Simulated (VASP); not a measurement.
An input for Quantum ESPRESSO's pw.x (written as the equivalent of a VASP run, and not itself run):

```
&CONTROL
  calculation = 'scf'
  pseudo_dir = './pseudo'
  outdir = './out'
  tprnfor = .true.
  tstress = .true.
/
&SYSTEM
  ibrav = 0
  nat = 2
  ntyp = 2
  ecutwfc = 80
  occupations = 'smearing'
  smearing = 'methfessel-paxton'
  degauss = 0.00735
  input_dft = 'vdw-df-obk8'
/
&ELECTRONS
  conv_thr = 7.3e-09
  electron_maxstep = 100
/
ATOMIC_SPECIES
  In 114.818 In.upf
  Sb 121.760 Sb.upf
CELL_PARAMETERS angstrom
     0.0000000    3.3401691    3.3401691
     3.3401691    0.0000000    3.3401691
     3.3401691    3.3401691    0.0000000
ATOMIC_POSITIONS crystal
  In   1.0000000  1.0000000  1.0000000
  Sb   0.2500000  0.2500000  0.2500000
K_POINTS automatic
  10 10 10 0 0 0
```

Task: Translate this input to VASP (INCAR, KPOINTS, POSCAR, choice of POTCAR).

Result: This is not unique; one that fits is 
### POSCAR
```
InSb
1
    0.0000000000     3.3401691138     3.3401691138
    3.3401691138     0.0000000000     3.3401691138
    3.3401691138     3.3401691138     0.0000000000
In Sb
1 1
Direct
  1.0000000000   1.0000000000   1.0000000000
  0.2500000000   0.2500000000   0.2500000000
```

### KPOINTS
```
K-points
0
G
  10 10 10
0 0 0
```

### INCAR
```
SYSTEM=InSb
PREC=Accurate; ENCUT=520; LREAL=.False.
LASPH=.True.
EDIFF=1E-7; NELM=100; ALGO=Normal
LMAXMIX=4
ISMEAR=1; SIGMA=0.1
GGA=BO; LUSE_VDW=.True.; AGGAC=0.0
PARAM1=0.1833333333; PARAM2=0.22
ISIF=2
LWAVE=.False.; LCHARG=.False.
```

POTCAR, in this order: In_d Sb (PBE.64 set). Program: vasp_std.

The two are equivalent in intent, not identical: the potentials are each code's own (VASP's PAW set, PseudoDojo norm-conserving files in pw.x), so ENCUT and ecutwfc are chosen apart and not converted; conv_thr bounds pw.x's estimated SCF error, while EDIFF bounds the energy change between steps.

The compound is InSb in the zinc blende structure. This cell is one point of a volume scan, at 1.03 of the reference volume.
